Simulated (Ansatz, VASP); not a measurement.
CoCl: VASP beside Ansatz

```
Co Cl
1.0
     3.32899    0.00000    0.00000
     0.00000    3.32899    0.00000
     0.00000    0.00000    3.32899
Co Cl
1 1
Direct
  0.00000 0.00000 0.00000
  0.50000 0.50000 0.50000
```

Alike in both runs: task relaxation of cell and atoms; functional PBE; k mesh 6 × 6 × 6; occupations gaussian, width 0.1 eV; collinear spin.

|  | VASP | Ansatz |
| --- | --- | --- |
| version | VASP 6.6.1 | Ansatz 0.2.0 |
| potentials or method | VASP PAW PBE potentials, release 64 (Co, Cl) | scalar-relativistic, plane waves, PAW |
| plane-wave cutoff (eV) | 600 | 420 |
| valence electrons in the cell | 16 | 24 |

```csv
,VASP,Ansatz,Ansatz less VASP
"gap on the k mesh at the Fermi level, each at its own relaxed structure (eV)",none,none,-
net moment per atom (μB),1.00,1.00,0.000
size of the moment on the site where the two differ most (μB),1.92,1.93,+0.016
relaxed volume (Å³/atom),14.59,14.55,-0.047
relaxed cell length with the largest relative difference (Å),3.079,3.076,-0.0033
energy change over the relaxation (meV/atom),-129,-129,+0.7
```

Site moments also hang on the region over which each program counts them. A gap of «none» marks a metal or a gap that the smearing closes. The two sets of potentials don't hold the same shells in valence.

Caveats: the volume moved by over 15 % at a fixed basis, so the end points are rough (VASP); a cell with one magnetic atom can't hold antiferromagnetic order, which such compounds often take; semilocal functionals often make such compounds metallic where correlation or magnetic order opens a gap, which also shifts bond lengths.
